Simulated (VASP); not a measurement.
Level of theory: PW91 GGA, VASP's PBE PAW potentials (set 64) (plane waves; VASP).

The input files of a VASP run:

**KPOINTS**
```
k-points along high-symmetry lines
10
Line-mode
Reciprocal
  0.000000   0.000000   0.000000 ! GAMMA
  0.000000   0.500000   0.000000 ! X

  0.000000   0.500000   0.000000 ! X
  0.500000   0.500000   0.000000 ! M

  0.500000   0.500000   0.000000 ! M
  0.000000   0.000000   0.000000 ! GAMMA

  0.000000   0.000000   0.000000 ! GAMMA
  0.000000   0.000000   0.500000 ! Z

  0.000000   0.000000   0.500000 ! Z
  0.000000   0.500000   0.500000 ! R

  0.000000   0.500000   0.500000 ! R
  0.500000   0.500000   0.500000 ! A

  0.500000   0.500000   0.500000 ! A
  0.000000   0.000000   0.500000 ! Z

  0.000000   0.500000   0.000000 ! X
  0.000000   0.500000   0.500000 ! R

  0.500000   0.500000   0.000000 ! M
  0.500000   0.500000   0.500000 ! A
```

File POSCAR:
```
PbO
1
    4.0584558032     0.0000000000     0.0000000000
    0.0000000000     4.0584558032     0.0000000000
    0.0000000000    -0.0000000000     5.4083894759
Pb O
2 2
Direct
  0.5000000000   0.0000000000   0.7799030363
  0.0000000000   0.5000000000   0.2200969637
  0.5000000000   0.5000000000   0.0000000000
  0.0000000000   1.0000000000   0.0000000000
```

**INCAR**
```
SYSTEM = PbO
PREC = Accurate; ENCUT = 520; LREAL = .FALSE.
LASPH = .TRUE.; ICHARG = 11
EDIFF = 1E-7; NELM = 100; ALGO = Normal
LMAXMIX = 4
ISMEAR = 0; SIGMA = 0.05
GGA = 91
LWAVE = .FALSE.; LCHARG = .FALSE.; LORBIT = 11
```

POTCAR, in this order: Pb_d O (PBE.64 set). Program: vasp_std. Read from the step before: CHGCAR.

The resulting files:

### OSZICAR
```
       N       E                     dE             d eps       ncg     rms          rms(c)
DAV:   1     0.432433478561E+03    0.43243E+03   -0.20060E+04  4328   0.192E+03
DAV:   2     0.319149254289E+02   -0.40052E+03   -0.39418E+03  4608   0.484E+02
DAV:   3    -0.192424736561E+02   -0.51157E+02   -0.49541E+02  5784   0.184E+02
DAV:   4    -0.212917037459E+02   -0.20492E+01   -0.20478E+01  4800   0.411E+01
DAV:   5    -0.213684273033E+02   -0.76724E-01   -0.76710E-01  6176   0.747E+00
DAV:   6    -0.213700285168E+02   -0.16012E-02   -0.16012E-02  5280   0.111E+00
DAV:   7    -0.213701062929E+02   -0.77776E-04   -0.77776E-04  6496   0.201E-01
DAV:   8    -0.213701088486E+02   -0.25556E-05   -0.25555E-05  5448   0.274E-02
DAV:   9    -0.213701088894E+02   -0.40878E-07   -0.41009E-07  4640   0.356E-03
   1 F= -.21370109E+02 E0= -.21370109E+02  d E =-.598162E-17
```

### OUTCAR
```
 val. band max:        3.9547535884   @ k =   0.0556   0.0556   0.0000

 cond. band min:       5.5904207359   @ k =   0.5000   0.5000   0.0000



 k-point     1 :       0.0000    0.0000    0.0000
  band No.  band energies     occupation
      1     -13.9337      2.00000
      2     -13.5433      2.00000
      3     -11.9040      2.00000
      4     -11.9040      2.00000
      5     -11.8557      2.00000
      6     -11.8411      2.00000
      7     -11.7726      2.00000
      8     -11.7337      2.00000
      9     -11.7337      2.00000
     10     -11.7249      2.00000
     11     -11.6984      2.00000
     12     -10.3939      2.00000
     13      -3.1515      2.00000
     14      -2.2597      2.00000
     15       0.0497      2.00000
     16       0.0497      2.00000
     17       2.4690      2.00000
     18       2.4804      2.00000
     19       2.4804      2.00000
     20       3.9492      2.00000
     21       5.9568      0.00000
     22       8.7076      0.00000
     23       9.7708      0.00000
     24       9.7709      0.00000

 k-point     2 :       0.0000    0.0556    0.0000
  band No.  band energies     occupation
      1     -13.9285      2.00000
      2     -13.5447      2.00000
      3     -11.9032      2.00000
      4     -11.9024      2.00000
      5     -11.8540      2.00000
      6     -11.8397      2.00000
      7     -11.7748      2.00000
      8     -11.7394      2.00000
      9     -11.7328      2.00000
     10     -11.7110      2.00000
     11     -11.6992      2.00000
     12     -10.4018      2.00000
     13      -3.1602      2.00000
     14      -2.2649      2.00000
     15       0.0550      2.00000
     16       0.0670      2.00000
     17       2.3504      2.00000
     18       2.4605      2.00000
     19       2.5245      2.00000
     20       3.9527      2.00000
     21       6.0492      0.00000
     22       8.7068      0.00000
     23       9.5828      0.00000
     24       9.7859      0.00000

...
```

The density is held fixed in this step, so its total energy and stress have no physical meaning. Without a dispersion term in the relaxation, distances and binding between the weakly bound layers, chains or molecules are unreliable, and so is what depends on them. Unless said otherwise, spin-orbit coupling is left out, though it shifts the bands of the heavy elements here.

The compound is PbO in the litharge structure. It was relaxed first, which changed the volume by +12 %.
